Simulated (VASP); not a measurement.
Cd2CuO3:

```
CELL_PARAMETERS angstrom
4.50384 0.00000 0.00000
-2.25192 3.90044 0.00000
0.00000 0.00000 4.79523
ATOMIC_POSITIONS crystal
Cd 0.33333 0.66667 0.50000
Cd 0.66667 0.33333 0.50000
Cu 0.00000 0.00000 0.50000
O 0.33333 0.66667 0.00000
O 0.66667 0.33333 0.00000
O 0.00000 0.00000 0.00000
```

The cell was built by a generator and needn't be a form met in nature.

| Property | Result |
| --- | --- |
| Program | VASP 6.6.1 |
| Task | relaxation of cell and atoms |
| Functional | PBE |
| Potentials or basis | VASP PAW PBE potentials, release 64 (Cd, Cu, O) |
| Cutoff | 520 eV |
| k mesh | 4 × 4 × 3 |
| Occupations | gaussian, width 0.15 eV |
| Spin | no spin polarisation |

At the start: pressure 7.3 GPa; volume 14.04 Å³/atom.

Problem. Where does the relaxation end?

Solution. Over 11 steps the energy falls by 843.8 meV/atom and the volume is 16.30 Å³/atom (+16.1 %); space group P6/mmm (No. 191, to 0.05 Å).

Step by step:
```
step  energy change (eV)  largest force (eV/Å)  pressure (GPa)  volume (Å³)
   1              0.0000                0.0000            7.26        84.24
   2             -3.0646                0.0000           -6.57        91.19
   3             17.5428                0.0000          112.15        99.19
   4             -3.8058                0.0000           -5.84        92.89
   5             -4.6135                0.0000            8.77        98.11
   6             -4.9406                0.0000           -2.35        95.98
   7             -5.0526                0.0000           -0.50        96.69
   8             -5.0611                0.0000            0.97        96.92
   9             -5.0556                0.0000            1.35        97.07
  10             -5.0240                0.0000           -3.23        99.47
  11             -5.0628                0.0000            0.02        97.79
```

Final structure:
```
CELL_PARAMETERS angstrom
5.43037 0.00000 0.00000
-2.71518 4.70283 0.00000
0.00000 0.00000 3.82917
ATOMIC_POSITIONS crystal
Cd 0.33333 0.66667 0.50000
Cd 0.66667 0.33333 0.50000
Cu 0.00000 0.00000 0.50000
O 0.33333 0.66667 0.00000
O 0.66667 0.33333 0.00000
O 0.00000 0.00000 0.00000
```

Caveat: the k mesh is coarse (spacing up to 0.44 Å⁻¹), so the values aren't converged; the volume moved by over 15 % at a fixed basis, so the end points are rough; an odd number of electrons without spin polarisation forces a metal; a magnetic or distorted state may lie lower; the run has no spin polarisation, though such a crystal can be magnetic; the relaxation stopped at a loose force limit of 0.08 eV/Å, so its end isn't a converged minimum.
